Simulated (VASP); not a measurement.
Data:

```
CELL_PARAMETERS angstrom
      1.32524    -2.29538     0.00000
      1.32524     2.29538     0.00000
      0.00000     0.00000     4.65725
ATOMIC_POSITIONS crystal
  Zn 0.33333 0.66667 0.25000
  Zn 0.66667 0.33333 0.75000
```

All values below come from PBE GGA with D3 dispersion (zero damping), VASP's PBE PAW potentials (set 64) (plane waves; VASP). Settings: 520 eV cut-off, Gaussian smearing of 0.050 eV, potentials Zn.

### Question
Give the energies of bands 11 to 15 at the high-symmetry points, in eV from the Fermi level.

### Answer

```
band      Γ      M      K      A      L     H
----  -----  -----  -----  -----  -----  ----
11    -7.25  -3.30  -0.39  -7.36  -2.22  0.60
12    -3.76  -2.53  -0.39  -7.36  -2.22  0.60
13    -2.35   3.15  -0.28   5.91   0.04  1.66
14    16.25   3.58   5.45   5.91   0.04  1.66
15    17.16   4.82   6.33  18.67  11.38  2.09
```

It has no gap at this level: it comes out as a metal or semimetal.

The compound is Zn in the hcp structure. It was relaxed first, which changed the volume by -7 %.
